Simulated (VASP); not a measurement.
Computed with modified Becke-Johnson potential (mBJ), VASP's PBE PAW potentials (set 64) (plane waves; VASP 6.6.1).

VASP ran on this input.

KPOINTS_OPT:
```
k-points along high-symmetry lines
11
Line-mode
Reciprocal
  0.000000   0.000000   0.000000 ! GAMMA
  0.500000   0.000000   0.500000 ! X

  0.500000   0.000000   0.500000 ! X
  0.625000   0.250000   0.625000 ! U

  0.375000   0.375000   0.750000 ! K
  0.000000   0.000000   0.000000 ! GAMMA

  0.000000   0.000000   0.000000 ! GAMMA
  0.500000   0.500000   0.500000 ! L

  0.500000   0.500000   0.500000 ! L
  0.500000   0.250000   0.750000 ! W

  0.500000   0.250000   0.750000 ! W
  0.500000   0.000000   0.500000 ! X
```

**INCAR**
```
SYSTEM  =  AgCl
PREC  =  Accurate; ENCUT  =  520; LREAL  =  .FALSE.
LASPH  =  .TRUE.
EDIFF  =  1E-6; NELM  =  200; ALGO  =  Normal
LMAXMIX  =  4; LMIXTAU  =  .TRUE.
ISMEAR  =  0; SIGMA  =  0.05
METAGGA  =  MBJ
ISIF  =  0
LWAVE  =  .FALSE.; LCHARG  =  .FALSE.
```

File KPOINTS:
```
Automatic
0
G
  6 6 6
```

POSCAR:
```
AgCl
1.0
  0.0000000000   2.8032341594   2.8032341594
  2.8032341594   0.0000000000   2.8032341594
  2.8032341594   2.8032341594   0.0000000000
Ag Cl
1 1
Cart
  0.0000000000   0.0000000000   0.0000000000
  2.8032341594   2.8032341594   2.8032341594
```

POTCAR, in this order: Ag Cl (PBE.64 set). Program: vasp_std. Read from the step before: WAVECAR.

Output

### OSZICAR
```
       N       E                     dE             d eps       ncg     rms          rms(c)
DAV:   1     0.291177302036E+03    0.29118E+03   -0.22447E+00   446   0.172E+01    0.379E+00
DAV:   2     0.290589295670E+03   -0.58801E+00   -0.33170E+00   436   0.205E+01    0.130E+01
DAV:   3     0.290170704863E+03   -0.41859E+00   -0.19309E-01   431   0.398E+00    0.141E+01
DAV:   4     0.290284956555E+03    0.11425E+00   -0.64446E-02   436   0.261E+00    0.123E+01
DAV:   5     0.291471898212E+03    0.11869E+01   -0.33725E-01   416   0.567E+00    0.964E+00
DAV:   6     0.291577784441E+03    0.10589E+00   -0.35409E-02   426   0.185E+00    0.102E+01
DAV:   7     0.292081023067E+03    0.50324E+00   -0.18905E-01   416   0.444E+00    0.865E+00
DAV:   8     0.287701380290E+03   -0.43796E+01   -0.65679E+01   416   0.854E+01    0.688E+01
DAV:   9     0.293354379005E+03    0.56530E+01   -0.29619E+01   416   0.421E+01    0.158E+01
DAV:  10     0.293720851954E+03    0.36647E+00   -0.15075E-01   416   0.440E+00    0.151E+01
DAV:  11     0.293414389512E+03   -0.30646E+00   -0.80204E-02   416   0.324E+00    0.134E+01
DAV:  12     0.293470884999E+03    0.56495E-01   -0.22891E-02   416   0.184E+00    0.155E+01
DAV:  13     0.293538134494E+03    0.67249E-01   -0.99932E-03   416   0.890E-01    0.155E+01
DAV:  14     0.293644157420E+03    0.10602E+00   -0.58885E-02   416   0.212E+00    0.159E+01
DAV:  15     0.293652607058E+03    0.84496E-02   -0.13472E-03   416   0.369E-01    0.161E+01
DAV:  16     0.293555770649E+03   -0.96836E-01   -0.65589E-02   416   0.222E+00    0.175E+01
DAV:  17     0.293593956946E+03    0.38186E-01   -0.47685E-03   416   0.599E-01    0.175E+01
DAV:  18     0.293415902819E+03   -0.17805E+00   -0.69799E-02   416   0.232E+00    0.186E+01
DAV:  19     0.293509963396E+03    0.94061E-01   -0.19604E-02   416   0.120E+00    0.179E+01
DAV:  20     0.293815712215E+03    0.30575E+00   -0.48667E-01   416   0.601E+00    0.185E+01
DAV:  21     0.294126521770E+03    0.31081E+00   -0.14564E-01   416   0.306E+00    0.618E+00
DAV:  22     0.291430184226E+03   -0.26963E+01   -0.26550E+01   441   0.606E+01    0.512E+01
DAV:  23     0.295313758284E+03    0.38836E+01   -0.95065E+00   416   0.406E+01    0.557E+01
DAV:  24     0.295153918381E+03   -0.15984E+00   -0.47422E+00   416   0.240E+01    0.395E+01
DAV:  25     0.293577394569E+03   -0.15765E+01   -0.44509E+01   426   0.561E+01    0.216E+02
DAV:  26     0.315620285847E+03    0.22043E+02   -0.67604E+02   416   0.340E+02    0.219E+02
DAV:  27     0.259621169107E+03   -0.55999E+02   -0.32761E+02   421   0.180E+02    0.845E+02
DAV:  28     0.272768196461E+03    0.13147E+02   -0.15650E+02   451   0.114E+02    0.367E+02
DAV:  29     0.276952529132E+03    0.41843E+01   -0.51718E+01   421   0.742E+01    0.548E+01
DAV:  30     0.316295966270E+03    0.39343E+02   -0.19053E+02   440   0.220E+02    0.548E+02
DAV:  31    -0.562399680703E+04   -0.59403E+04   -0.57787E+04   546   0.117E+03    0.351E+03
DAV:  32     0.318508926088E+03    0.59425E+04   -0.53055E+03   797   0.193E+03    0.137E+03
DAV:  33     0.278871625898E+03   -0.39637E+02   -0.51819E+03   506   0.195E+03    0.153E+03
DAV:  34     0.201339602538E+03   -0.77532E+02   -0.35214E+03   827   0.198E+03    0.455E+03
DAV:  35    -0.143571335654E+02   -0.21570E+03   -0.45999E+03   566   0.640E+02    0.392E+03
DAV:  36    -0.136559208965E+03   -0.12220E+03   -0.12270E+04   636   0.919E+03    0.256E+03
DAV:  37    -0.211582658612E+03   -0.75023E+02   -0.45517E+03   718   0.107E+03    0.346E+03
DAV:  38     0.396192311174E+03    0.60777E+03   -0.12101E+03   766   0.550E+02    0.120E+03
DAV:  39     0.669047716614E+03    0.27286E+03   -0.56309E+03   606   0.110E+03    0.319E+03
```

OUTCAR:
```


     CMBJ =    1.0000

     CMBJA=   -0.0120

     CMBJB=    1.0230

     CMBJE=    0.5000

    CMBJ =    2.0000
```
(Selected blocks of OUTCAR.)

stdout:
```
...
DAV:  17     0.293593956946E+03    0.38186E-01   -0.47685E-03   416   0.599E-01    0.175E+01
DAV:  18     0.293415902819E+03   -0.17805E+00   -0.69799E-02   416   0.232E+00    0.186E+01
DAV:  19     0.293509963396E+03    0.94061E-01   -0.19604E-02   416   0.120E+00    0.179E+01
DAV:  20     0.293815712215E+03    0.30575E+00   -0.48667E-01   416   0.601E+00    0.185E+01
DAV:  21     0.294126521770E+03    0.31081E+00   -0.14564E-01   416   0.306E+00    0.618E+00
DAV:  22     0.291430184226E+03   -0.26963E+01   -0.26550E+01   441   0.606E+01    0.512E+01
DAV:  23     0.295313758284E+03    0.38836E+01   -0.95065E+00   416   0.406E+01    0.557E+01
DAV:  24     0.295153918381E+03   -0.15984E+00   -0.47422E+00   416   0.240E+01    0.395E+01
DAV:  25     0.293577394569E+03   -0.15765E+01   -0.44509E+01   426   0.561E+01    0.216E+02
DAV:  26     0.315620285847E+03    0.22043E+02   -0.67604E+02   416   0.340E+02    0.219E+02
DAV:  27     0.259621169107E+03   -0.55999E+02   -0.32761E+02   421   0.180E+02    0.845E+02
DAV:  28     0.272768196461E+03    0.13147E+02   -0.15650E+02   451   0.114E+02    0.367E+02
DAV:  29     0.276952529132E+03    0.41843E+01   -0.51718E+01   421   0.742E+01    0.548E+01
DAV:  30     0.316295966270E+03    0.39343E+02   -0.19053E+02   440   0.220E+02    0.548E+02
DAV:  31    -0.562399680703E+04   -0.59403E+04   -0.57787E+04   546   0.117E+03    0.351E+03
DAV:  32     0.318508926088E+03    0.59425E+04   -0.53055E+03   797   0.193E+03    0.137E+03
DAV:  33     0.278871625898E+03   -0.39637E+02   -0.51819E+03   506   0.195E+03    0.153E+03
DAV:  34     0.201339602538E+03   -0.77532E+02   -0.35214E+03   827   0.198E+03    0.455E+03
DAV:  35    -0.143571335654E+02   -0.21570E+03   -0.45999E+03   566   0.640E+02    0.392E+03
DAV:  36    -0.136559208965E+03   -0.12220E+03   -0.12270E+04   636   0.919E+03    0.256E+03
DAV:  37    -0.211582658612E+03   -0.75023E+02   -0.45517E+03   718   0.107E+03    0.346E+03
DAV:  38     0.396192311174E+03    0.60777E+03   -0.12101E+03   766   0.550E+02    0.120E+03
DAV:  39     0.669047716614E+03    0.27286E+03   -0.56309E+03   606   0.110E+03    0.319E+03

 -----------------------------------------------------------------------------
|                                                                             |
|     EEEEEEE  RRRRRR   RRRRRR   OOOOOOO  RRRRRR      ###     ###     ###     |
|     E        R     R  R     R  O     O  R     R     ###     ###     ###     |
|     E        R     R  R     R  O     O  R     R     ###     ###     ###     |
|     EEEEE    RRRRRR   RRRRRR   O     O  RRRRRR       #       #       #      |
|     E        R   R    R   R    O     O  R   R                               |
|     E        R    R   R    R   O     O  R    R      ###     ###     ###     |
|     EEEEEEE  R     R  R     R  OOOOOOO  R     R     ###     ###     ###     |
|                                                                             |
|     ERROR FEXCP: supplied Exchange-correletion table                        |
|      is too small, maximal index : 3927                                     |
|                                                                             |
|       ---->  I REFUSE TO CONTINUE WITH THIS SICK JOB ... BYE!!! <----       |
|                                                                             |
 -----------------------------------------------------------------------------
```

VASP stops with an error: ERROR FEXCP: supplied Exchange-correletion table is too small, maximal index : 3927 ----> I REFUSE TO CONTINUE WITH THIS SICK JOB ... BYE!!! <----

mBJ is a potential without an energy functional, so only the levels count.

The compound is AgCl in the rock salt structure. It was relaxed first. The cell's shape comes from a PBE relaxation.
